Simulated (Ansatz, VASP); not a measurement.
# InH: VASP beside Ansatz, part 2 of 2

Wanted: the spread between two codes on one cell, functional and k mesh. The cell is generated by rule, not measured, and may not be a known phase. The cell is taken from a series of runs on this material, whose earlier steps may have relaxed, scaled, displaced or heated it; both programs get it as it stands.

VASP 6.6.1 and Ansatz 0.2.0.

So far. Step 2 (VASP: single point, PBEsol, pair 1): The run ends at a pressure of 2.60 GPa, with forces up to 0.50 eV/Å. Step 3 (Ansatz: single point, PBEsol, pair 1): The run ends at a pressure of 2.69 GPa, with forces up to 0.50 eV/Å.

The structure was built from a prototype and need not be the compound's stable phase.

## (5) Ansatz: single point, PBEsol, pair 2

Level of this step: Ansatz beside VASP: Kohn-Sham DFT, plane waves, PBEsol (Ansatz).

A single point gives forces, pressure and levels at one fixed geometry, so differences don't come from the geometry; what else differs is listed under the comparison.

The cell is taken from a series of runs on this material, whose earlier steps may have relaxed, scaled, displaced or heated it; both programs get it as it stands.

input.yaml reads:

```yaml
crystal:
  lattice:
    - [-3.325888386, 2.5922e-06, 0.0]
    - [0.0, 0.0, -6.2413504719]
    - [-1.6629509277, -8.6409102011, 0.0]
  atoms:
    - { symbol: In, position: [0.3333333333, 0.0, 0.3333333333] }
    - { symbol: In, position: [0.0, 0.0, 0.0] }
    - { symbol: In, position: [0.6666666667, 0.0, 0.6666666667] }
    - { symbol: In, position: [0.3333333333, 0.5, 0.3333333333] }
    - { symbol: In, position: [0.0, 0.5, 0.0] }
    - { symbol: In, position: [0.6666666667, 0.5, 0.6666666667] }
    - { symbol: H, position: [0.7777777778, 0.75, 0.4444444444] }
    - { symbol: H, position: [0.4444444444, 0.75, 0.1111111111] }
    - { symbol: H, position: [0.1111111111, 0.75, 0.7777777778] }
    - { symbol: H, position: [0.2222222222, 0.25, 0.5555555556] }
    - { symbol: H, position: [0.8888888889, 0.25, 0.2222222222] }
    - { symbol: H, position: [0.5555555556, 0.25, 0.8888888889] }
kpoints:
  mp_grid: { grid: [10, 6, 10] }
hamiltonian:
  xc: pbesol
scf:
  occupations: { method: methfessel_paxton, width: 0.15 }
output:
  forces: true
  stress: true
  eigenvalues: true
```

The run is started by

```bash
$ ansatz run input.yaml --threads 4 --pin off --max-ram 7168MiB --backend cpu --events-out ev --progress --plain --runs-dir out
```

Numbers of over 12 decimals in the logs are rounded to 6 here.

The program printed:

```text
[...]
Crystal: 12 atoms, lattice volume = 179.368 Å³
Basis set: ecut = 420 eV, 3533 PW (Γ), exchange–correlation on 48×90×120 points (8 copies of the dense FFT grid, shifted against one another)
Bands: 54, of which v1, the nominal top of the filled ones, is band 42 counted from 1 (41 counted from 0)
Symmetry: 24 space group operations
[...]
k-points: 124 of 600
[...]
k-point 0: bands = [... 38 lower, 5.2118, 7.8451, 7.8451, 10.3280, 10.3280, 11.8341, 11.8341, 12.4987, ... 8 higher]
  k-point 1: bands = [... 38 lower, 5.6604, 7.3015, 8.5196, 9.7963, 10.8524, 10.9726, 12.4594, 12.7343, ... 8 higher]
  k-point 2: bands = [... 38 lower, 6.1561, 7.0111, 9.2514, 9.2654, 10.1530, 11.3660, 12.3372, 13.3842, ... 8 higher]
  k-point 123: bands = [... 38 lower, 6.0413, 6.0413, 7.2650, 7.2650, 9.5290, 9.5290, 10.8441, 10.8441, ... 8 higher]
[key lines of the parts left out:]
SCF converged after 7 iterations
Free energy (F): -33240.668430 eV
Fermi energy:    9.061238 eV
P = ⅓ Tr σ = -0.0600 GPa (-0.600 kbar)
```

The run ends at a pressure of -0.06 GPa, with forces up to 0.0055 eV/Å.

## (6) VASP: single point, PBEsol, pair 2

The same cell, functional, mesh and smearing now go to VASP, with its own data sets.

INCAR reads:

```
SYSTEM = InH
PREC = Accurate
ENCUT = 500
EDIFF = 1E-06
NELM = 120
ISMEAR = 1
SIGMA = 0.15
LREAL = .FALSE.
ALGO = Normal
GGA = PS
NBANDS = 54
LORBIT = 11
LWAVE = .FALSE.
LCHARG = .FALSE.
ISIF = 2
LASPH = .TRUE.
GGA_COMPAT = .FALSE.
KPAR = 2
```

POSCAR reads:

```
InH
1.0
   -3.3258883860      0.0000025922      0.0000000000
    0.0000000000      0.0000000000     -6.2413504719
   -1.6629509277     -8.6409102011      0.0000000000
In H
6 6
Direct
    0.3333333333      0.0000000000      0.3333333333
    0.0000000000      0.0000000000      0.0000000000
    0.6666666667      0.0000000000      0.6666666667
    0.3333333333      0.5000000000      0.3333333333
    0.0000000000      0.5000000000      0.0000000000
    0.6666666667      0.5000000000      0.6666666667
    0.7777777778      0.7500000000      0.4444444444
    0.4444444444      0.7500000000      0.1111111111
    0.1111111111      0.7500000000      0.7777777778
    0.2222222222      0.2500000000      0.5555555556
    0.8888888889      0.2500000000      0.2222222222
    0.5555555556      0.2500000000      0.8888888889
```

KPOINTS reads:

```
Automatic mesh
0
Gamma
10 6 10
0 0 0
```

PAW data sets: In_d and H (PBE family, release 64).

The run is started by

```bash
$ mpirun -np 2 vasp_std
```

The program printed:

```text
[banner, memory and clock lines left out]
running    2 mpi-ranks, on    1 nodes
[...]
[... a notice as in an earlier step ...]

 LDA part: xc-table for (Slater+PW92), standard interpolation
 POSCAR, INCAR and KPOINTS ok, starting setup
[...]
entering main loop
       N       E                     dE             d eps       ncg     rms          rms(c)
DAV:   1     0.874941557077E+03    0.87494E+03   -0.37720E+04 13406   0.204E+03
DAV:   2     0.847693156727E+02   -0.79017E+03   -0.77278E+03 13392   0.523E+02
DAV:   3    -0.261699246786E+02   -0.11094E+03   -0.10794E+03 14634   0.209E+02
DAV:   4    -0.329081064797E+02   -0.67382E+01   -0.66709E+01 15992   0.543E+01
[...]
DAV:  11    -0.320155943024E+02    0.84548E-04   -0.97700E-05 17082   0.683E-02    0.831E-02
DAV:  12    -0.320155963499E+02   -0.20475E-05   -0.24341E-05 15294   0.225E-02    0.109E-02
DAV:  13    -0.320155969254E+02   -0.57544E-06   -0.17011E-06 10920   0.562E-03
   1 F= -.32015597E+02 E0= -.32016177E+02  d E =0.174098E-02
```

OUTCAR, selected parts (step 6):

```text
  Total       -0.3062570     -0.1200775     -0.0026532      0.0000001     -0.0000000      0.0000000
  in kB       -2.7355885     -1.0725723     -0.0236992      0.0000013     -0.0000000      0.0000000
  external PRESSURE =      -1.2772867 kB  Pullay stress =       0.0000000 kB

 POSITION                                       TOTAL-FORCE (eV/Angst)
 -----------------------------------------------------------------------------------
     -1.66295     -2.88030      0.00000         0.000000      0.000000      0.000000
      0.00000      0.00000      0.00000         0.000000      0.000000      0.000000
     -3.32589     -5.76061      0.00000         0.000000      0.000000      0.000000
     -1.66295     -2.88030     -3.12068        -0.000000      0.000000     -0.000000
      0.00000      0.00000     -3.12068        -0.000000      0.000000      0.000000
     -3.32589     -5.76061     -3.12068        -0.000000      0.000000      0.000000
     -3.32589     -3.84040     -4.68101        -0.000000     -0.005461      0.000000
     -1.66294     -0.96010     -4.68101        -0.000000     -0.005461      0.000000
     -1.66295     -6.72071     -4.68101        -0.000000     -0.005461      0.000000
     -1.66295     -4.80051     -1.56034         0.000000      0.005461      0.000000
     -3.32589     -1.92020     -1.56034         0.000000      0.005461      0.000000
     -3.32589     -7.68081     -1.56034         0.000000      0.005461      0.000000
 -----------------------------------------------------------------------------------
    total drift:                                0.000000      0.000000     -0.000000

  FREE ENERGIE OF THE ION-ELECTRON SYSTEM (eV)
  ---------------------------------------------------
  free  energy   TOTEN  =       -32.0155969254 eV

  energy  without entropy=      -32.0173379027  energy(sigma->0) =      -32.01617725

[... 3 further parts left out ...]
[key lines of the parts left out:]
E-fermi :   6.5852
```

The run ends at a pressure of -0.13 GPa, with forces up to 0.0055 eV/Å.

## (7) Differences

Both answers:

```csv
quantity,Ansatz,VASP,difference
pressure (GPa),-0.06,-0.13,+0.07
```

## (8) Ansatz: single point, PBEsol, pair 3

With cell and atoms fixed, the geometry can't cause a difference; cores, projectors, grids and the points listed under the comparison can.

The cell is taken from a series of runs on this material, whose earlier steps may have relaxed, scaled, displaced or heated it; both programs get it as it stands.

input.yaml reads:

```yaml
crystal:
  lattice:
    - [-3.325888386, 2.5922e-06, 0.0]
    - [0.0, 0.0, -6.2413504719]
    - [-1.6629509277, -8.6409102011, 0.0]
  atoms:
    - { symbol: In, position: [0.3333115594, 2.7597e-06, 0.3333768813] }
    - { symbol: In, position: [2.17732e-05, -2.7596e-06, -4.35464e-05] }
    - { symbol: In, position: [0.6666666667, 0.0, 0.6666666667] }
    - { symbol: In, position: [0.3333551073, 0.5000027597, 0.3332897854] }
    - { symbol: In, position: [-2.17732e-05, 0.4999972404, 4.35464e-05] }
    - { symbol: In, position: [0.6666666667, 0.5, 0.6666666666] }
    - { symbol: H, position: [0.7777777778, 0.7417222842, 0.4444444444] }
    - { symbol: H, position: [0.4444444444, 0.7724310429, 0.1111111111] }
    - { symbol: H, position: [0.1111111111, 0.7358463726, 0.7777777778] }
    - { symbol: H, position: [0.2222222222, 0.2641536108, 0.5555555556] }
    - { symbol: H, position: [0.8888888889, 0.2275691671, 0.2222222222] }
    - { symbol: H, position: [0.5555555556, 0.2582777356, 0.8888888889] }
kpoints:
  mp_grid: { grid: [10, 6, 10] }
hamiltonian:
  xc: pbesol
scf:
  occupations: { method: methfessel_paxton, width: 0.15 }
output:
  forces: true
  stress: true
  eigenvalues: true
```

The run is started by

```bash
$ ansatz run input.yaml --threads 4 --pin off --max-ram 7168MiB --backend cpu --events-out ev --progress --plain --runs-dir out
```

The program printed:

```text
[...]
Crystal: 12 atoms, lattice volume = 179.368 Å³
Basis set: ecut = 420 eV, 3533 PW (Γ), exchange–correlation on 48×90×120 points (8 copies of the dense FFT grid, shifted against one another)
Bands: 54, of which v1, the nominal top of the filled ones, is band 42 counted from 1 (41 counted from 0)
Symmetry: 4 space group operations
[...]
k-point 0: bands = [... 38 lower, 5.2361, 7.8495, 7.8592, 10.3065, 10.3406, 11.7759, 11.8168, 12.6255, ... 8 higher]
  k-point 1: bands = [... 38 lower, 5.6520, 7.3083, 8.5306, 9.7984, 10.7713, 11.0251, 12.4723, 12.7863, ... 8 higher]
  k-point 2: bands = [... 38 lower, 6.1397, 7.0168, 9.2556, 9.2732, 10.1240, 11.3758, 12.4076, 13.3817, ... 8 higher]
  k-point 171: bands = [... 38 lower, 6.0418, 6.0430, 7.2683, 7.2687, 9.5107, 9.5139, 10.8274, 10.8416, ... 8 higher]
[key lines of the parts left out:]
SCF converged after 7 iterations
Free energy (F): -33240.718251 eV
Fermi energy:    9.047306 eV
P = ⅓ Tr σ = 0.0151 GPa (0.151 kbar)
```

The run ends at a pressure of 0.02 GPa, with forces up to 0.23 eV/Å.

## (9) VASP: single point, PBEsol, pair 3

The same cell, functional, mesh and smearing now go to VASP, with its own data sets.

INCAR is that of step 6.

POSCAR reads:

```
InH
1.0
   -3.3258883860      0.0000025922      0.0000000000
    0.0000000000      0.0000000000     -6.2413504719
   -1.6629509277     -8.6409102011      0.0000000000
In H
6 6
Direct
    0.3333115594      0.0000027597      0.3333768813
    0.0000217732      0.9999972404      0.9999564536
    0.6666666663      0.0000000001      0.6666666675
    0.3333551065      0.5000027597      0.3332897870
    0.9999782260      0.4999972404      0.0000435480
    0.6666666663      0.5000000000      0.6666666675
    0.7777777774      0.7417222744      0.4444444452
    0.4444444441      0.7724309379      0.1111111119
    0.1111111107      0.7358463810      0.7777777786
    0.2222222218      0.2641536192      0.5555555564
    0.8888888885      0.2275690621      0.2222222230
    0.5555555552      0.2582777258      0.8888888898
```

KPOINTS is that of step 6.

The run is started by

```bash
$ mpirun -np 2 vasp_std
```

The program printed:

```text
[... set-up lines as in an earlier step ...]
 entering main loop
       N       E                     dE             d eps       ncg     rms          rms(c)
DAV:   1     0.874399068356E+03    0.87440E+03   -0.37721E+04 18594   0.203E+03
DAV:   2     0.850679607321E+02   -0.78933E+03   -0.77176E+03 18576   0.523E+02
DAV:   3    -0.261897423024E+02   -0.11126E+03   -0.10825E+03 20298   0.209E+02
DAV:   4    -0.329633223316E+02   -0.67736E+01   -0.67025E+01 22158   0.544E+01
[...]
DAV:  12    -0.320650220074E+02    0.11050E-04   -0.95892E-05 23506   0.125E-01    0.207E-02
DAV:  13    -0.320650235914E+02   -0.15840E-05   -0.15560E-05 24416   0.305E-02    0.116E-02
DAV:  14    -0.320650234434E+02    0.14797E-06   -0.72153E-07 11664   0.765E-03
   1 F= -.32065023E+02 E0= -.32065693E+02  d E =0.200853E-02
```

OUTCAR, selected parts (step 9):

```text
  Total       -0.1191631     -0.2558140      0.0436592     -0.0000001     -0.0093946     -0.0000000
  in kB       -1.0644040     -2.2850152      0.3899785     -0.0000010     -0.0839157     -0.0000001
  external PRESSURE =      -0.9864802 kB  Pullay stress =       0.0000000 kB

 POSITION                                       TOTAL-FORCE (eV/Angst)
 -----------------------------------------------------------------------------------
     -1.66295     -2.88068     -0.00002        -0.000000     -0.096066     -0.000999
     -1.66295     -8.64053     -6.24133         0.000000      0.096066      0.000999
     -3.32589     -5.76061     -0.00000        -0.000000      0.000000     -0.000000
     -1.66295     -2.87993     -3.12069         0.000000      0.064250     -0.008979
     -3.32589     -0.00037     -3.12066        -0.000000     -0.064250      0.008979
     -3.32589     -5.76061     -3.12068         0.000000      0.000000     -0.000000
     -3.32589     -3.84040     -4.62935        -0.000000     -0.018666      0.095318
     -1.66294     -0.96010     -4.82101        -0.000000     -0.030787     -0.224790
     -1.66295     -6.72071     -4.59268         0.000000      0.006908      0.139233
     -1.66295     -4.80051     -1.64868        -0.000000     -0.006908     -0.139233
     -3.32589     -1.92020     -1.42034         0.000000      0.030787      0.224790
     -3.32589     -7.68081     -1.61200         0.000000      0.018666     -0.095318
 -----------------------------------------------------------------------------------
    total drift:                                0.000000      0.000001     -0.000002

  FREE ENERGIE OF THE ION-ELECTRON SYSTEM (eV)
  ---------------------------------------------------
  free  energy   TOTEN  =       -32.0650234434 eV

  energy  without entropy=      -32.0670319765  energy(sigma->0) =      -32.06569295

[... 1 part as in an earlier step ...]

[... 2 further parts left out ...]
[key lines of the parts left out:]
E-fermi :   6.5715
```

The run ends at a pressure of -0.10 GPa, with forces up to 0.23 eV/Å.

## (10) Differences

Compared:

```csv
quantity,Ansatz,VASP,difference
pressure (GPa),0.02,-0.10,+0.11
```

Forces on 8 of the 12 atoms, those with the largest forces and the largest differences (eV/Å; atoms numbered as in POSCAR):

```csv
atom,"Ansatz x, y, z","VASP x, y, z"
In1,"0.000, -0.095, -0.001","0.000, -0.096, -0.001"
In5,"0.000, -0.063, 0.009","0.000, -0.064, 0.009"
H7,"0.000, -0.019, 0.096","0.000, -0.019, 0.095"
H8,"0.000, -0.031, -0.227","0.000, -0.031, -0.225"
H9,"0.000, 0.007, 0.140","0.000, 0.007, 0.139"
H10,"0.000, -0.007, -0.140","0.000, -0.007, -0.139"
H11,"0.000, 0.031, 0.227","0.000, 0.031, 0.225"
H12,"0.000, 0.019, -0.096","0.000, 0.019, -0.095"
```

The forces differ by 0.7 meV/Å r.m.s., which is 1.0 % of the r.m.s. force of 0.072 eV/Å (both taken over all components).

## (11) Summary of results

```yaml
r_m_s_force_difference_single_point_pbesol_pair_1: 0.28 % of the r.m.s. force
difference_in_pressure_single_point_pbesol_pair_2: 0.068 GPa
r_m_s_force_difference_single_point_pbesol_pair_3: 0.72 meV/Å
```

What this shows: The r.m.s. force difference is 0.28 % of the r.m.s. force (single point, PBEsol, pair 1), within the 3 % picked in this series as the mark of a large difference. 2 further runs of this series are not shown here. Such differences can come from data sets, numerical settings and the points named under the comparisons, not from the functional's error against experiment.

[Lines on the potential files, build, host, timing and source positions are cut from VASP's logs without a mark.]

[Logs are printed without paths, hosts, clocks, repeated set-up lines and the standing remarks that a program may print on its own settings, such as how far it seeks lower states.]

[Hosts, paths, dates, database ids (printed as entryN), source tags and the programs' standing remarks are cut or masked in the printed files.]
